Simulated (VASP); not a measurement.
Output of a VASP run:

OUTCAR:
```
 ion  position               nearest neighbor table
   1  0.000  0.000  0.000-   4 1.80   5 1.80   4 1.80   5 1.80   3 1.87   6 1.87
   2  0.500  0.500  0.500-   3 1.80   6 1.80   3 1.80   6 1.80   5 1.87   4 1.87
   3  0.307  0.307  0.000-   2 1.80   2 1.80   1 1.87
   4  0.807  0.193  0.500-   1 1.80   1 1.80   2 1.87
   5  0.193  0.807  0.500-   1 1.80   1 1.80   2 1.87
   6  0.693  0.693  0.000-   2 1.80   2 1.80   1 1.87
  LATTYP: Found a simple tetragonal cell.
 ALAT       =     4.3104232165
 C/A-ratio  =     0.6325858682
 Subroutine PRICEL returns:
 Original cell was already a primitive cell.
 Subroutine GETGRP returns: Found 16 space group operations
The static configuration has the point symmetry D_2h.
 The point group associated with its full space group is D_4h.
The dynamic configuration has the point symmetry D_2h.
 Subroutine INISYM returns: Found 16 space group operations
 Subroutine IBZKPT returns following result:
 Found     30 irreducible k-points:

 Following reciprocal coordinates:
            Coordinates               Weight
  0.000000  0.000000  0.000000      1.000000
  0.200000  0.000000  0.000000      4.000000
  0.400000  0.000000  0.000000      4.000000
  0.200000  0.200000  0.000000      4.000000
  0.400000  0.200000  0.000000      8.000000
  0.400000  0.400000  0.000000      4.000000
  0.000000  0.000000  0.125000      2.000000
  0.200000  0.000000  0.125000      8.000000
  0.400000  0.000000  0.125000      8.000000
  0.200000  0.200000  0.125000      8.000000
  0.400000  0.200000  0.125000     16.000000
  0.400000  0.400000  0.125000      8.000000
  0.000000  0.000000  0.250000      2.000000
  0.200000  0.000000  0.250000      8.000000
  0.400000  0.000000  0.250000      8.000000
  0.200000  0.200000  0.250000      8.000000
  0.400000  0.200000  0.250000     16.000000
  0.400000  0.400000  0.250000      8.000000
  0.000000  0.000000  0.375000      2.000000
  0.200000  0.000000  0.375000      8.000000
  0.400000  0.000000  0.375000      8.000000
  0.200000  0.200000  0.375000      8.000000
  0.400000  0.200000  0.375000     16.000000
  0.400000  0.400000  0.375000      8.000000
  0.000000  0.000000  0.500000      1.000000
  0.200000  0.000000  0.500000      4.000000
  0.400000  0.000000  0.500000      4.000000
  0.200000  0.200000  0.500000      4.000000
  0.400000  0.200000  0.500000      8.000000
  0.400000  0.400000  0.500000      4.000000
   k-points           NKPTS =     30   k-points in BZ     NKDIM =     30   number of bands    NBANDS=     20
   number of dos      NEDOS =    301   number of ions     NIONS =      6
   total plane-waves  NPLWV =  20480
   dimension x,y,z NGX =    32 NGY =   32 NGZ =   20
   dimension x,y,z NGXF=    64 NGYF=   64 NGZF=   40
   ions per type =               2   4
   PREC   = accura    normal or accurate (medium, high low for compatibility)
   ISTART =      0    job   : 0-new  1-cont  2-samecut
   ICHARG =      2    charge: 1-file 2-atom 10-const
   ISPIN  =      1    spin polarized calculation?
   LNONCOLLINEAR =      F non collinear calculations
   LSORBIT =      F    spin-orbit coupling
   INIWAV =      1    electr: 0-lowe 1-rand  2-diag
   ENCUT  =  520.0 eV  38.22 Ry    6.18 a.u.   8.01  8.01  5.07*2*pi/ulx,y,z
   NELM   =    100;   NELMIN=  2; NELMDL= -5     # of ELM steps
   EDIFF  = 0.1E-06   stopping-criterion for ELM
   LREAL  =      F    real-space projection
   NLSPLINE    = F    spline interpolate recip. space projectors
   LMAXMIX     =    2 max onsite mixed and CHGCAR
   VOSKOWN=      0    Vosko Wilk Nusair interpolation
   EDIFFG = -.1E-01   stopping-criterion for IOM
   NSW    =     30    number of steps for IOM
   NBLOCK =      1;   KBLOCK =     30    inner block; outer block
   IBRION =      2    ionic relax: 0-MD 1-quasi-New 2-CG
   NFREE  =      1    steps in history (QN), initial steepest desc. (CG)
   ISIF   =      4    stress and relaxation
   ISYM   =      2    0-nonsym 1-usesym 2-fastsym
   TEIN   =    0.0    initial temperature
...
```

### OSZICAR
```
...
DAV:  12    -0.438451055163E+02   -0.69311E-05   -0.22290E-05  1392   0.369E-02    0.933E-03
DAV:  13    -0.438451052930E+02    0.22328E-06   -0.53398E-06  1388   0.175E-02    0.531E-03
DAV:  14    -0.438451054712E+02   -0.17822E-06   -0.18297E-07  1064   0.375E-03    0.156E-03
DAV:  15    -0.438451055244E+02   -0.53187E-07   -0.22982E-08   760   0.131E-03
   1 F= -.43845106E+02 E0= -.43845106E+02  d E =-.438451E+02
       N       E                     dE             d eps       ncg     rms          rms(c)
DAV:   1    -0.438476249023E+02   -0.25194E-02   -0.28605E+00  1200   0.143E+01    0.491E-01
DAV:   2    -0.438530478448E+02   -0.54229E-02   -0.79267E-02  1416   0.220E+00    0.233E-01
DAV:   3    -0.438515809077E+02    0.14669E-02   -0.13486E-03  1408   0.391E-01    0.106E-01
DAV:   4    -0.438513415120E+02    0.23940E-03   -0.13057E-03  1388   0.321E-01    0.262E-02
DAV:   5    -0.438513597829E+02   -0.18271E-04   -0.29922E-04  1348   0.157E-01    0.191E-02
DAV:   6    -0.438513449119E+02    0.14871E-04   -0.27485E-05  1324   0.571E-02    0.616E-03
DAV:   7    -0.438513457769E+02   -0.86500E-06   -0.61191E-06  1400   0.186E-02    0.498E-03
DAV:   8    -0.438513454374E+02    0.33952E-06   -0.93079E-07  1352   0.917E-03    0.191E-03
DAV:   9    -0.438513454834E+02   -0.46020E-07   -0.12634E-07   700   0.287E-03
   2 F= -.43851345E+02 E0= -.43851345E+02  d E =-.623996E-02
       N       E                     dE             d eps       ncg     rms          rms(c)
DAV:   1    -0.438513557773E+02   -0.10340E-04   -0.13733E-02  1208   0.991E-01    0.336E-02
DAV:   2    -0.438513822506E+02   -0.26473E-04   -0.37922E-04  1412   0.152E-01    0.163E-02
DAV:   3    -0.438513754683E+02    0.67823E-05   -0.65653E-06  1412   0.273E-02    0.734E-03
DAV:   4    -0.438513745294E+02    0.93892E-06   -0.62386E-06  1384   0.221E-02    0.184E-03
DAV:   5    -0.438513744838E+02    0.45584E-07   -0.13397E-06  1360   0.104E-02    0.119E-03
DAV:   6    -0.438513744938E+02   -0.10025E-07   -0.12577E-07   724   0.394E-03
   3 F= -.43851374E+02 E0= -.43851374E+02  d E =-.626897E-02
       N       E                     dE             d eps       ncg     rms          rms(c)
DAV:   1    -0.438537488450E+02   -0.23744E-02   -0.16291E-01  1300   0.353E+00    0.304E-01
DAV:   2    -0.438526958221E+02    0.10530E-02   -0.24936E-03  1396   0.423E-01    0.170E-01
DAV:   3    -0.438520774858E+02    0.61834E-03   -0.78798E-04  1404   0.253E-01    0.125E-02
DAV:   4    -0.438520844230E+02   -0.69372E-05   -0.73052E-05  1336   0.672E-02    0.114E-02
DAV:   5    -0.438520847431E+02   -0.32018E-06   -0.31339E-06  1380   0.178E-02    0.169E-03
DAV:   6    -0.438520848224E+02   -0.79273E-07   -0.70104E-07  1328   0.687E-03
   4 F= -.43852085E+02 E0= -.43852085E+02  d E =-.710329E-03
       N       E                     dE             d eps       ncg     rms          rms(c)
DAV:   1    -0.438522087455E+02   -0.12400E-03   -0.73730E-03  1292   0.751E-01    0.648E-02
DAV:   2    -0.438521601740E+02    0.48572E-04   -0.11316E-04  1400   0.900E-02    0.363E-02
DAV:   3    -0.438521315320E+02    0.28642E-04   -0.35521E-05  1400   0.537E-02    0.264E-03
DAV:   4    -0.438521319534E+02   -0.42140E-06   -0.32912E-06  1348   0.143E-02    0.245E-03
DAV:   5    -0.438521320638E+02   -0.11036E-06   -0.10478E-07   776   0.341E-03    0.401E-04
DAV:   6    -0.438521320855E+02   -0.21677E-07   -0.34691E-08   672   0.152E-03
   5 F= -.43852132E+02 E0= -.43852132E+02  d E =-.757592E-03
```

File OUTCAR:
```
------------------------ aborting loop because EDIFF is reached ----------------------------------------
  FORCE on cell =-STRESS in cart. coord.  units (eV):
  Direction    XX          YY          ZZ          XY          YZ          ZX
  --------------------------------------------------------------------------------------
  Total       -2.0527397     -2.0527397     -2.0503562      0.0000000      0.0000000      0.0000000
  in kB      -64.9180163    -64.9180163    -64.8426393      0.0000000      0.0000000      0.0000000
  external PRESSURE =     -64.8928906 kB  Pullay stress =       0.0000000 kB
  volume of cell :       50.66
      direct lattice vectors                 reciprocal lattice vectors
     4.324230405  0.000000000  0.000000000     0.231255023 -0.000000000  0.000000000
     0.000000000  4.324230405  0.000000000     0.000000000  0.231255023  0.000000000
     0.000000000  0.000000000  2.709327924     0.000000000  0.000000000  0.369095225
 POSITION                                       TOTAL-FORCE (eV/Angst)
 -----------------------------------------------------------------------------------
      0.00000      0.00000      0.00000        -0.000000     -0.000000     -0.000000
      2.16212      2.16212      1.35466         0.000000     -0.000000     -0.000000
      1.33753      1.33753      0.00000         0.000456      0.000456      0.000000
      3.49965      0.82458      1.35466         0.000456     -0.000456     -0.000000
      0.82458      3.49965      1.35466        -0.000456      0.000456      0.000000
      2.98670      2.98670      0.00000        -0.000456     -0.000456     -0.000000
 -----------------------------------------------------------------------------------
    total drift:                                0.000000      0.000000      0.000000
  FREE ENERGIE OF THE ION-ELECTRON SYSTEM (eV)
  ---------------------------------------------------
  free  energy   TOTEN  =       -43.8521320855 eV

  energy  without entropy=      -43.8521320855  energy(sigma->0) =      -43.85213209

 reached required accuracy - stopping structural energy minimisation
```
(Selected blocks of OUTCAR.)

POSCAR:
```
SiO2
1
    4.3104232165     0.0000000000     0.0000000000
    0.0000000000     4.3104232165     0.0000000000
    0.0000000000     0.0000000000     2.7267128129
Si O
2 4
Direct
  0.0000000000   0.0000000000   0.0000000000
  0.5000000000   0.5000000000   0.5000000000
  0.3074851788   0.3074851788   0.0000000000
  0.8074851788   0.1925148212   0.5000000000
  0.1925148212   0.8074851788   0.5000000000
  0.6925148212   0.6925148212   0.0000000000
```

Problem. Write an INCAR and KPOINTS that could have produced this output.

Solution. Several could match; the one computed here: the input of the run itself, RPBE GGA, plane waves, VASP's PBE PAW potentials (set 64).

INCAR:
```
SYSTEM = SiO2
PREC = Accurate
ENCUT = 520
EDIFF = 1E-7
NELM = 100
ALGO = Normal
LREAL = .FALSE.
LASPH = .TRUE.
ISMEAR = 0
SIGMA = 0.05
GGA = RP
LWAVE = .FALSE.
LCHARG = .FALSE.
ISIF = 4
IBRION = 2
NSW = 30
EDIFFG = -0.01
```

KPOINTS:
```
K-points
0
G
5 5 8
0 0 0
```

POTCAR, in this order: Si O (PBE.64 set). Program: vasp_std.

The compound is SiO2 in the rutile structure, stishovite, a high-pressure form. This cell is one point of a volume scan, at 1.03 of the reference volume. Symmetry was kept, so distortions that lower it aren't found.
